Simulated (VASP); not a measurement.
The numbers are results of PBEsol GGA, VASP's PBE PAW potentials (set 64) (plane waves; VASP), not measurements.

Input for VASP

POSCAR:
```
TiB2
1
    4.1791016278    -0.0000000000    -0.0000000000
   -2.0895508139     3.6192080974     0.0000000000
    0.0000000000     0.0000000000     5.9043756172
Ti B
3 6
Direct
  0.5000000000   0.0000000000   0.0000000000
  0.5000000000   0.5000000000   0.3333330000
  1.0000000000   0.5000000000   0.6666670000
  0.2044409662   0.4088819323   0.0000000000
  0.7955590338   0.2044409662   0.3333330000
  0.5911180677   0.7955590338   0.6666670000
  0.7955590338   0.5911180677   0.0000000000
  0.2044409662   0.7955590338   0.3333330000
  0.4088819323   0.2044409662   0.6666670000
```

### INCAR
```
ENCUT = 520   ! plane-wave cut-off (eV)
LWAVE = F
GGA = PS   ! PBEsol
NELM = 100   ! most electronic steps
LORBIT = 11   ! lm-projected
ISIF = 2   ! forces and stress, cell fixed
ALGO = Normal
EDIFF = 1E-7
NEDOS = 601
LREAL = F   ! projection in real space or not
LCHARG = T
SYSTEM = TiB2
LMAXMIX = 4
LASPH = T   ! aspherical one-centre terms
ISMEAR = -5   ! tetrahedra, Bloechl
PREC = Accurate
```

File KPOINTS:
```
Automatic mesh
0
Gamma
10 10 6
0 0 0
```

POTCAR, in this order: Ti_sv B (PBE.64 set). Program: vasp_std.

Problem. What will the output report for the number of irreducible k-points (NKPTS), number of bands (NBANDS), largest plane-wave count, number of space-group operations, FFT grid (NGX, NGY, NGZ)?

Solution. 
number of irreducible k-points (NKPTS): 56
number of bands (NBANDS): 32
largest plane-wave count: 2427
number of space-group operations: 12
FFT grid (NGX, NGY, NGZ): 32 × 32 × 48

The structure was generated: TiB2 was put into the CrSi2 type (P6_222), which need not be its known phase. It was relaxed first, which changed the volume by +6 %.
